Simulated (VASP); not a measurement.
An input for Quantum ESPRESSO's pw.x (written as the equivalent of a VASP run, and not itself run):

```
&CONTROL
  calculation = 'scf'
  pseudo_dir = './pseudo'
  outdir = './out'
  tprnfor = .true.
  tstress = .true.
/
&SYSTEM
  ibrav = 0
  nat = 6
  ntyp = 2
  ecutwfc = 84
  occupations = 'smearing'
  smearing = 'fermi-dirac'
  degauss = 0.003675
  input_dft = 'pz'
/
&ELECTRONS
  conv_thr = 7.3e-08
  electron_maxstep = 100
/
ATOMIC_SPECIES
  Ir 192.217 Ir.upf
  O 15.999 O.upf
CELL_PARAMETERS angstrom
     4.5000000    0.0000000    0.0000000
     0.0000000    4.5000000    0.0000000
     0.0000000    0.0000000    3.1500000
ATOMIC_POSITIONS crystal
  Ir   0.0000000  0.0000000  0.0000000
  Ir   0.5000000  0.5000000  0.5000000
  O    0.3080000  0.3080000  0.0000000
  O    0.8080000  0.1920000  0.5000000
  O    0.1920000  0.8080000  0.5000000
  O    0.6920000  0.6920000  0.0000000
K_POINTS automatic
  5 5 8 0 0 0
```

Question: Translate this input to VASP (INCAR, KPOINTS, POSCAR, choice of POTCAR).

Answer: This is not unique; one that fits is 
**POSCAR**
```
IrO2
4.50
  1.0000000000   0.0000000000   0.0000000000
  0.0000000000   1.0000000000   0.0000000000
  0.0000000000   0.0000000000   0.7000000000
Ir O
2 4
Direct
  0.0000000000   0.0000000000   0.0000000000
  0.5000000000   0.5000000000   0.5000000000
  0.3080000000   0.3080000000   0.0000000000
  0.8080000000   0.1920000000   0.5000000000
  0.1920000000   0.8080000000   0.5000000000
  0.6920000000   0.6920000000   0.0000000000
```

INCAR:
```
# general
SYSTEM =IrO2
PREC   =Accurate
ENCUT  =400   # plane-wave cut-off (eV)
LREAL  =.FALSE.   # projection in real space or not
LASPH  =.TRUE.   # aspherical one-centre terms

# electronic loop
EDIFF  =1E-6   # SCF stop (eV)
NELM   =100   # most electronic steps
ALGO   =Normal   # blocked Davidson
LMAXMIX=6

# smearing
ISMEAR =-1   # Fermi-Dirac
SIGMA  =0.05   # width (eV)

# ions
ISIF   =2   # forces and stress, cell fixed

# output
LWAVE  =.FALSE.
LCHARG =.FALSE.
```

**KPOINTS**
```
Regular mesh
0
gamma
 5 5 8
```

POTCAR, in this order: Ir O (LDA.64 set). Program: vasp_std.

Limits of the translation: the potentials are each code's own (VASP's PAW set, PseudoDojo norm-conserving files in pw.x), so ENCUT and ecutwfc are chosen apart and not converted; conv_thr bounds pw.x's estimated SCF error, while EDIFF bounds the energy change between steps.

The structure is a typed IrO2 crystal (P4_2/mnm). The cell was not relaxed at this level. The run is one of a series of settings (GGA removed, POTCAR Ir O (LDA.64 set) against the base run), some of them coarse on purpose.
